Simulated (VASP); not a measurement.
Crystal: Al.

```
Al
1.0
     0.00000    2.02481    2.02481
     2.02481    0.00000    2.02481
     2.02481    2.02481    0.00000
Al
1
Direct
  0.00000 0.00000 0.00000
```

```yaml
Program: VASP 6.6.1
Task: relaxation of cell and atoms
Functional: LDA
Potentials_or_basis: VASP PAW LDA potentials, release 64 (Al)
Cutoff: 600 eV
k_mesh: 16 × 16 × 16
Occupations: methfessel-paxton, width 0.1 eV
Spin: no spin polarisation
```

At the start: pressure -3.7 GPa; volume 16.60 Å³/atom.

Q: How do energy, volume and symmetry change on relaxing?

A: Over 3 steps the energy falls by 9.6 meV/atom and the volume is 15.81 Å³/atom (-4.7 %); space group Fm-3m (No. 225, to 0.05 Å).

The path:
| step | energy change (eV) | largest force (eV/Å) | pressure (GPa) | volume (Å³) |
| --- | --- | --- | --- | --- |
| 1 | 0.0000 | 0.0000 | -3.74 | 16.60 |
| 2 | -0.0093 | 0.0000 | 0.71 | 15.69 |
| 3 | -0.0096 | 0.0000 | 0.01 | 15.81 |

Final structure:
```cif
data_structure
_symmetry_space_group_name_H-M 'P 1'
_symmetry_Int_Tables_number 1
_cell_length_a 2.8175
_cell_length_b 2.8175
_cell_length_c 2.8175
_cell_angle_alpha 60.000
_cell_angle_beta 60.000
_cell_angle_gamma 60.000
_cell_volume 15.81
loop_
_atom_site_label
_atom_site_type_symbol
_atom_site_fract_x
_atom_site_fract_y
_atom_site_fract_z
_atom_site_occupancy
Al1 Al 0.00000 0.00000 0.00000 1
```
